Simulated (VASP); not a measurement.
# SiB (P-6m2) in VASP: further runs, part 2 of 2

VASP 6.6.1. The steps go on from the part before.

**3. Relaxation of cell and atoms, PBE**

This run uses another cell than the first one, of 12.96 Å³/atom, 0.994 times its volume.

Contents of INCAR:

```
SYSTEM = SiB
  PREC = Accurate
  ENCUT = 520
  EDIFF = 1E-7
  ISMEAR = 0
  SIGMA = 0.1
  LREAL = .FALSE.
  LASPH = .TRUE.
  NELM = 120
  ALGO = Normal
  ISIF = 3
  LWAVE = .FALSE.
  LCHARG = .FALSE.
  GGA = PE
  IBRION = 2
  NSW = 60
  EDIFFG = -0.005
  POTIM = 0.3
  KPAR = 2
```

Contents of KPOINTS:

```
Automatic mesh
0
G
  12 12 6
  0 0 0
```

Contents of POSCAR:

```
SiB                                     
1.0
    3.1984505071      0.0000000000      0.0000000000
   -1.5992252536      2.7699393901     -0.0000000000
    0.0000000000      0.0000000000      5.8527200821
  Si              B             
     2     2
Direct
     0.0000000000000000    0.0000000000000000    0.7027120439598080
     0.0000000000000000    1.0000000000000000    0.2972879560401919
     0.6666666699999979    0.3333333300000021    0.8600372609793260
     0.6666666699999979    0.3333333300000021    0.1399627390206739
```

Potentials or basis: VASP PAW PBE potentials, release 64 (Si, B).

On the command line:

```sh
cat potpaw_PBE.64/Si/POTCAR potpaw_PBE.64/B/POTCAR > POTCAR
mpirun -np 2 vasp_std > vasp.out
```

OUTCAR:

```text
SYSTEM = SiB
   PREC = Accurate
   ENCUT = 520
   EDIFF = 1E-7
   ISMEAR = 0
   LREAL = .FALSE.
   LASPH = .TRUE.
   NELM = 120
   ISIF = 3
   GGA = PE
   IBRION = 2
   NSW = 60
   EDIFFG = -0.005
   POTIM = 0.3

 ion  position               nearest neighbor table
   1  0.000  0.000  0.703-   3 2.06   3 2.06   3 2.06   2 2.37
   2  0.000  0.000  0.297-   4 2.06   4 2.06   4 2.06   1 2.37
   3  0.667  0.333  0.860-   4 1.64   1 2.06   1 2.06   1 2.06
   4  0.667  0.333  0.140-   3 1.64   2 2.06   2 2.06   2 2.06

  LATTYP: Found a hexagonal cell.
[... 539 lines left out ...]
  --------------------------------------------------------------------------------------
  -------------------------------------------------------------------------------------
  Total        0.0166866      0.0166866      0.0055303     -0.0000000      0.0000000      0.0000000
  in kB        0.5155985      0.5155985      0.1708806     -0.0000000      0.0000000      0.0000000
  external PRESSURE =       0.4006925 kB  Pullay stress =       0.0000000 kB

 VOLUME and BASIS-vectors are now :
 -----------------------------------------------------------------------------
  energy-cutoff  :      520.00
  volume of cell :       51.85
      direct lattice vectors                 reciprocal lattice vectors
     3.198450507  0.000000000  0.000000000     0.312651391  0.180509365  0.000000000
    -1.599225254  2.769939390  0.000000000     0.000000000  0.361018730  0.000000000
     0.000000000  0.000000000  5.852720082     0.000000000  0.000000000  0.170860726

 POSITION                                       TOTAL-FORCE (eV/Angst)
 -----------------------------------------------------------------------------------
      0.00000      0.00000      4.11278         0.000000      0.000000     -0.001698
      0.00000      0.00000      1.73994         0.000000      0.000000      0.001698
      1.59923      0.92331      5.03356         0.000000      0.000000      0.003965
      1.59923      0.92331      0.81916        -0.000000      0.000000     -0.003965
 -----------------------------------------------------------------------------------
    total drift:                               -0.000003      0.000002      0.000000

  FREE ENERGIE OF THE ION-ELECTRON SYSTEM (eV)
  ---------------------------------------------------
  free  energy   TOTEN  =       -22.7831369559 eV

  energy  without entropy=      -22.7768700548  energy(sigma->0) =      -22.78000351

 reached required accuracy - stopping structural energy minimisation
```

Wall time 8.9 s (2 MPI ranks of Intel Xeon Platinum 8559C (Emerald Rapids), shared host); peak memory 0.17 GiB.

Results:

* Free energy: -22.7831 eV
* Pressure after relaxing: 0.0 GPa
* Largest force after relaxing: 0.004 eV/Å
* Band gap on the k mesh: none (metal or under the smearing width)

Forces in eV/Å, atoms in the order of the input:
```
Si   0.000  0.000 -0.002
Si   0.000  0.000  0.002
B    0.000  0.000  0.004
B    0.000  0.000 -0.004
```

Final structure:
```xyz
4
Lattice="3.1985 0.0000 0.0000 -1.5992 2.7699 0.0000 0.0000 0.0000 5.8527" Properties=species:S:1:pos:R:3 pbc="T T T"
Si    0.0000    0.0000    4.1128
Si    0.0000    0.0000    1.7399
B     1.5992    0.9233    5.0336
B     1.5992    0.9233    0.8192
```

Levels at points of the mesh, in eV from the Fermi level:
| k point | band 3 | band 4 | band 5 | band 6 | band 7 | band 8 | band 9 | band 10 | band 11 |
| --- | --- | --- | --- | --- | --- | --- | --- | --- | --- |
| (0.00, 0.00, 0.00) | -7.20 | 0.18 | 0.95 | 0.95 | 3.46 | 3.46 | 4.55 | 5.75 | 5.75 |
| (0.50, 0.00, 0.00) | -5.99 | -4.60 | -4.05 | -2.27 | -1.17 | 1.25 | 3.13 | 4.75 | 5.85 |
| (0.00, 0.00, 0.50) | -4.07 | -3.38 | 1.13 | 1.13 | 2.91 | 2.91 | 6.42 | 6.69 | 6.69 |
| (0.50, 0.00, 0.50) | -6.62 | -6.02 | -1.97 | -0.96 | -0.85 | 0.48 | 2.76 | 3.49 | 4.76 |

Caveat: the relaxation stopped at its first step, so nothing moved.

**4. Single point, r2SCAN**

This run uses another cell than the first one, of 12.96 Å³/atom, 0.994 times its volume.

Contents of INCAR:

```
SYSTEM = SiB
  PREC = Accurate
  ENCUT = 520
  EDIFF = 1E-6
  ISMEAR = 0
  SIGMA = 0.1
  LREAL = .FALSE.
  LASPH = .TRUE.
  NELM = 150
  ALGO = Normal
  ISIF = 2
  LWAVE = .FALSE.
  LCHARG = .FALSE.
  METAGGA = R2SCAN
  LMIXTAU = .TRUE.
  NBANDS = 15
  KPAR = 2
```

KPOINTS is that of step 3.

Contents of POSCAR:

```
SiB                                     
1.0
    3.1984505071      0.0000000000      0.0000000000
   -1.5992252536      2.7699393901      0.0000000000
    0.0000000000      0.0000000000      5.8527200821
  Si              B             
     2     2
Direct
     0.0000000000000000    0.0000000000000000    0.7027120439598065
     0.0000000000000000    0.0000000000000000    0.2972879560401935
     0.6666666699999979    0.3333333300000021    0.8600372609793254
     0.6666666699999979    0.3333333300000021    0.1399627390206746
```

Potentials or basis: VASP PAW PBE potentials, release 64 (Si, B).

On the command line:

```sh
cat potpaw_PBE.64/Si/POTCAR potpaw_PBE.64/B/POTCAR > POTCAR
mpirun -np 2 vasp_std > vasp.out
```

OUTCAR:

```text
SYSTEM = SiB
   PREC = Accurate
   ENCUT = 520
   EDIFF = 1E-6
   ISMEAR = 0
   LREAL = .FALSE.
   LASPH = .TRUE.
   NELM = 150
   ISIF = 2
   METAGGA = R2SCAN

 ion  position               nearest neighbor table
   1  0.000  0.000  0.703-   3 2.06   3 2.06   3 2.06   2 2.37
   2  0.000  0.000  0.297-   4 2.06   4 2.06   4 2.06   1 2.37
   3  0.667  0.333  0.860-   4 1.64   1 2.06   1 2.06   1 2.06
   4  0.667  0.333  0.140-   3 1.64   2 2.06   2 2.06   2 2.06

  LATTYP: Found a hexagonal cell.
 ALAT       =     3.1984505071
 C/A-ratio  =     1.8298610746

  Lattice vectors:

 A1 = (   3.1984505071,   0.0000000000,   0.0000000000)
 A2 = (  -1.5992252536,   2.7699393901,   0.0000000000)
 A3 = (   0.0000000000,   0.0000000000,   5.8527200821)

Analysis of symmetry for initial positions (statically):
=====================================================================
 Subroutine PRICEL returns:
 Original cell was already a primitive cell.

 Routine SETGRP: Setting up the symmetry group for a
 hexagonal supercell.

 Subroutine GETGRP returns: Found 12 space group operations
 (whereof 12 operations were pure point group operations)
 out of a pool of 24 trial point group operations.

The static configuration has the point symmetry D_3h.

Analysis of symmetry for dynamics (positions and initial velocities):
=====================================================================
 Subroutine PRICEL returns:
 Original cell was already a primitive cell.

 Routine SETGRP: Setting up the symmetry group for a
 hexagonal supercell.

 Subroutine GETGRP returns: Found 12 space group operations
 (whereof 12 operations were pure point group operations)
 out of a pool of 24 trial point group operations.

The dynamic configuration has the point symmetry D_3h.

 Subroutine INISYM returns: Found 12 space group operations
 (whereof 12 operations are pure point group operations),
 and found     1 'primitive' translations

----------------------------------------------------------------------------------------

                                     Primitive cell
[... 132 lines left out ...]
   NGX = 11   NGY = 11   NGZ = 21

 number of electron      13.9999999 magnetization

 Free energy of the ion-electron system (eV)
  ---------------------------------------------------
  ext. energy  EPLUGINS =         0.00000000
  ---------------------------------------------------
  free energy    TOTEN  =       -30.65089405 eV

  energy without entropy =      -30.64490208  energy(sigma->0) =      -30.64789806

 E-fermi :   5.5745     XC(G=0): -10.9515

 val. band max:        5.5479851714   @ k =   0.0833   0.0833   0.0000
 cond. band min:       5.5821344852   @ k =   0.2500   0.1667   0.0000
 fundamental gap:      0.0341493137
 Fermi energy:         5.5744793590

 k-point     1 :       0.0000    0.0000    0.0000
  band No.  band energies     occupation
      1      -7.4428      2.00000
      2      -4.5148      2.00000
      3      -2.0251      2.00000
      4       5.7272      0.03080
      5       6.6001      0.00000
      6       6.6001      0.00000
      7       9.2795      0.00000
      8       9.2795      0.00000
      9      10.3992      0.00000
     10      11.6346      0.00000
     11      11.6346      0.00000
     12      12.9129      0.00000
     13      14.5935      0.00000
     14      14.5935      0.00000
[... 401 lines left out ...]
      2      -3.0502      2.00000
      3      -0.2455      2.00000
      4       1.2805      2.00000
      5       2.8583      2.00000
      6       4.7912      2.00000
      7       4.8057      2.00000
      8       7.1132      0.00000
      9       9.0816      0.00000
     10      11.0390      0.00000
     11      11.9484      0.00000
     12      12.4397      0.00000
     13      13.0995      0.00000
     14      15.8739      0.00000
     15      17.7883      0.00000

 [... further k-points ...]

------------------------ aborting loop because EDIFF is reached ----------------------------------------

  FORCE on cell =-STRESS in cart. coord.  units (eV):
  Direction    XX          YY          ZZ          XY          YZ          ZX
  --------------------------------------------------------------------------------------
  -------------------------------------------------------------------------------------
  Total       -0.1446019     -0.1446019     -0.4798310      0.0000000      0.0000000      0.0000000
  in kB       -4.4680375     -4.4680375    -14.8262473      0.0000000      0.0000000      0.0000000
  external PRESSURE =      -7.9207741 kB  Pullay stress =       0.0000000 kB

 VOLUME and BASIS-vectors are now :
 -----------------------------------------------------------------------------
  energy-cutoff  :      520.00
  volume of cell :       51.85
      direct lattice vectors                 reciprocal lattice vectors
     3.198450507  0.000000000  0.000000000     0.312651391  0.180509365  0.000000000
    -1.599225254  2.769939390  0.000000000     0.000000000  0.361018730  0.000000000
     0.000000000  0.000000000  5.852720082     0.000000000  0.000000000  0.170860726

 POSITION                                       TOTAL-FORCE (eV/Angst)
 -----------------------------------------------------------------------------------
      0.00000      0.00000      4.11278         0.000000     -0.000000     -0.045275
      0.00000      0.00000      1.73994         0.000000     -0.000000      0.045275
      1.59923      0.92331      5.03356        -0.000000      0.000000      0.007484
      1.59923      0.92331      0.81916        -0.000000      0.000000     -0.007484
 -----------------------------------------------------------------------------------
    total drift:                               -0.000002      0.000001      0.000000

  FREE ENERGIE OF THE ION-ELECTRON SYSTEM (eV)
  ---------------------------------------------------
  free  energy   TOTEN  =       -30.6508940459 eV

  energy  without entropy=      -30.6449020780  energy(sigma->0) =      -30.64789806
```

OSZICAR:

```text
N       E                     dE             d eps       ncg     rms          rms(c)
DAV:   1     0.695797245376E+01    0.69580E+01   -0.59953E+03  2280   0.824E+02
DAV:   2    -0.328478762825E+02   -0.39806E+02   -0.36867E+02  3076   0.132E+02
DAV:   3    -0.343427312704E+02   -0.14949E+01   -0.14799E+01  3099   0.225E+01
DAV:   4    -0.343518541606E+02   -0.91229E-02   -0.91205E-02  2700   0.219E+00
DAV:   5    -0.343519416892E+02   -0.87529E-04   -0.87527E-04  3141   0.210E-01    0.848E+00
DAV:   6    -0.309379925170E+02    0.34139E+01   -0.24617E+00  2637   0.125E+01    0.479E+00
DAV:   7    -0.305649306432E+02    0.37306E+00   -0.62424E-01  3015   0.488E+00    0.259E+00
DAV:   8    -0.308152074225E+02   -0.25028E+00   -0.35259E-01  2721   0.373E+00    0.484E-01
DAV:   9    -0.306295474464E+02    0.18566E+00   -0.13061E-01  2392   0.269E+00    0.271E-01
DAV:  10    -0.306565496648E+02   -0.27002E-01   -0.24560E-02  2609   0.139E+00    0.126E-01
DAV:  11    -0.306489494342E+02    0.76002E-02   -0.42582E-03  2518   0.628E-01    0.497E-02
DAV:  12    -0.306515824833E+02   -0.26330E-02   -0.13799E-03  2707   0.332E-01    0.229E-02
DAV:  13    -0.306509470496E+02    0.63543E-03   -0.44479E-04  2490   0.214E-01    0.735E-03
DAV:  14    -0.306508951706E+02    0.51879E-04   -0.55874E-05  2735   0.677E-02    0.544E-03
DAV:  15    -0.306508989028E+02   -0.37322E-05   -0.80162E-06  2756   0.249E-02    0.280E-03
DAV:  16    -0.306508921235E+02    0.67792E-05   -0.27889E-06  2609   0.153E-02    0.142E-03
DAV:  17    -0.306508946932E+02   -0.25696E-05   -0.71754E-07  1735   0.806E-03    0.103E-03
DAV:  18    -0.306508940459E+02    0.64730E-06   -0.13718E-07  1350   0.398E-03
   1 F= -.30650894E+02 E0= -.30647898E+02  d E =-.599197E-02
```

It took 52 s on 2 MPI ranks of Intel Xeon Platinum 8559C (Emerald Rapids), shared host; peak memory 0.18 GiB.

What came out:

```yaml
Free_energy: -30.6509 eV
Pressure: -0.8 GPa
Largest_force: 0.045 eV/Å
Band_gap_on_the_k_mesh: none (metal or under the smearing width)
```

Forces on the atoms (eV/Å):
```
Si   0.000  0.000 -0.045
Si   0.000  0.000  0.045
B    0.000  0.000  0.007
B    0.000  0.000 -0.007
```

Caveat: the PAW data sets were made with another functional, which shifts forces and pressure a little.
